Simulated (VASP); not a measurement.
All values below come from revPBE GGA, VASP's PBE PAW potentials (set 64) (plane waves; VASP).

The input files of a VASP run:

File POSCAR:
```
LiF
2.8905930
  0.0000000000   0.7071067565   0.7071067565
  0.7071067565   0.0000000000   0.7071067565
  0.7071067565   0.7071067565   0.0000000000
Li F
1 1
Direct
  0.0000000000   0.0000000000   0.0000000000
  0.5000000000   0.5000000000   0.5000000000
```

### INCAR
```
SYSTEM = LiF
PREC = Accurate
ENCUT = 520
EDIFF = 1E-7
NELM = 100
ALGO = Normal
LREAL = .FALSE.
LASPH = .TRUE.
ISMEAR = 0
SIGMA = 0.05
GGA = RE
LWAVE = .FALSE.
LCHARG = .FALSE.
ISIF = 2
```

File KPOINTS:
```
Automatic mesh
0
Gamma
11 11 11
```

POTCAR, in this order: Li_sv F (PBE.64 set). Program: vasp_std.

What VASP printed:

**OUTCAR**
```
 ion  position               nearest neighbor table
   1  0.000  0.000  0.000-   2 2.04   2 2.04   2 2.04   2 2.04   2 2.04   2 2.04
   2  0.500  0.500  0.500-   1 2.04   1 2.04   1 2.04   1 2.04   1 2.04   1 2.04
  LATTYP: Found a face centered cubic cell.
 ALAT       =     4.0879156812
 Subroutine PRICEL returns:
 Original cell was already a primitive cell.
 Subroutine GETGRP returns: Found 48 space group operations
The static configuration has the point symmetry O_h .
The dynamic configuration has the point symmetry O_h .
 Subroutine INISYM returns: Found 48 space group operations
 Subroutine IBZKPT returns following result:
 Found     56 irreducible k-points:

 Following reciprocal coordinates:
            Coordinates               Weight
  0.000000  0.000000  0.000000      1.000000
  0.090909  0.000000  0.000000      8.000000
  0.181818  0.000000  0.000000      8.000000
  0.272727  0.000000  0.000000      8.000000
  0.363636  0.000000  0.000000      8.000000
  0.454545  0.000000  0.000000      8.000000
  0.090909  0.090909  0.000000      6.000000
  0.181818  0.090909  0.000000     24.000000
  0.272727  0.090909  0.000000     24.000000
...
```

**OSZICAR**
```
       N       E                     dE             d eps       ncg     rms          rms(c)
DAV:   1     0.278801688122E+02    0.27880E+02   -0.57047E+03  1072   0.112E+03
DAV:   2    -0.889269929563E+01   -0.36773E+02   -0.35989E+02  1117   0.200E+02
DAV:   3    -0.972157904593E+01   -0.82888E+00   -0.82789E+00  1334   0.285E+01
DAV:   4    -0.972758967490E+01   -0.60106E-02   -0.60098E-02  1329   0.247E+00
DAV:   5    -0.972761027165E+01   -0.20597E-04   -0.20597E-04  1373   0.107E-01    0.465E+00
DAV:   6    -0.918851049285E+01    0.53910E+00   -0.29491E+00  1019   0.134E+01    0.145E+00
DAV:   7    -0.920066059627E+01   -0.12150E-01   -0.21871E-02  1299   0.167E+00    0.895E-01
DAV:   8    -0.921569127560E+01   -0.15031E-01   -0.27633E-02  1280   0.206E+00    0.110E-01
DAV:   9    -0.921593628504E+01   -0.24501E-03   -0.12409E-03  1164   0.378E-01    0.459E-02
DAV:  10    -0.921606514332E+01   -0.12886E-03   -0.30545E-04  1141   0.164E-01    0.123E-02
DAV:  11    -0.921607010774E+01   -0.49644E-05   -0.96444E-06  1383   0.348E-02    0.343E-03
DAV:  12    -0.921606979184E+01    0.31590E-06   -0.15738E-06  1122   0.140E-02    0.109E-03
DAV:  13    -0.921606989119E+01   -0.99352E-07   -0.10556E-07  1065   0.279E-03
   1 F= -.92160699E+01 E0= -.92160699E+01  d E =-.279686E-24
```

File OUTCAR:
```
------------------------ aborting loop because EDIFF is reached ----------------------------------------
  FORCE on cell =-STRESS in cart. coord.  units (eV):
  Direction    XX          YY          ZZ          XY          YZ          ZX
  --------------------------------------------------------------------------------------
  Total        0.2207253      0.2207253      0.2207253      0.0000000     -0.0000000      0.0000000
  in kB       20.7069874     20.7069874     20.7069874      0.0000000     -0.0000000      0.0000000
  external PRESSURE =      20.7069874 kB  Pullay stress =       0.0000000 kB
  volume of cell :       17.08
      direct lattice vectors                 reciprocal lattice vectors
     0.000000000  2.043957841  2.043957841    -0.244623441  0.244623441  0.244623441
     2.043957841  0.000000000  2.043957841     0.244623441 -0.244623441  0.244623441
     2.043957841  2.043957841  0.000000000     0.244623441  0.244623441 -0.244623441
  FREE ENERGIE OF THE ION-ELECTRON SYSTEM (eV)
  ---------------------------------------------------
  free  energy   TOTEN  =        -9.2160698912 eV

  energy  without entropy=       -9.2160698912  energy(sigma->0) =       -9.21606989
```
(Selected blocks of OUTCAR.)

OUTCAR:
```
 val. band max:       -1.1175604476   @ k =   0.0000   0.0000   0.0000

 cond. band min:       7.7929936133   @ k =   0.0000   0.0000   0.0000


 Fermi energy:        -0.7710080163

 k-point     1 :       0.0000    0.0000    0.0000
  band No.  band energies     occupation
      1     -42.3772      2.00000
      2     -21.0554      2.00000
      3      -1.1176      2.00000
      4      -1.1176      2.00000
      5      -1.1176      2.00000
      6       7.7930      0.00000
      7      22.6524      0.00000
      8      22.6525      0.00000
      9      22.6537      0.00000

 k-point     2 :       0.0909    0.0000    0.0000
  band No.  band energies     occupation
      1     -42.3737      2.00000
      2     -21.0262      2.00000
      3      -1.3429      2.00000
      4      -1.1354      2.00000
      5      -1.1354      2.00000
      6       8.0381      0.00000
      7      20.2581      0.00000
      8      21.5506      0.00000
      9      21.5506      0.00000

 k-point     3 :       0.1818    0.0000    0.0000
  band No.  band energies     occupation
      1     -42.3639      2.00000
      2     -20.9453      2.00000
      3      -1.9021      2.00000
      4      -1.1823      2.00000
      5      -1.1823      2.00000
      6       8.6226      0.00000
      7      17.9393      0.00000
      8      20.2251      0.00000
      9      20.2251      0.00000

 k-point     4 :       0.2727    0.0000    0.0000
  band No.  band energies     occupation
      1     -42.3512      2.00000
      2     -20.8360      2.00000
      3      -2.5621      2.00000
      4      -1.2422      2.00000
      5      -1.2422      2.00000
      6       9.2245      0.00000
      7      16.3523      0.00000
      8      19.0598      0.00000
      9      19.0598      0.00000

 k-point     5 :       0.3636    0.0000    0.0000
  band No.  band energies     occupation
      1     -42.3393      2.00000
      2     -20.7313      2.00000
      3      -3.1179      2.00000
...
```

The compound is LiF in the rock salt structure. This cell is one point of a volume scan, at 0.97 of the reference volume.
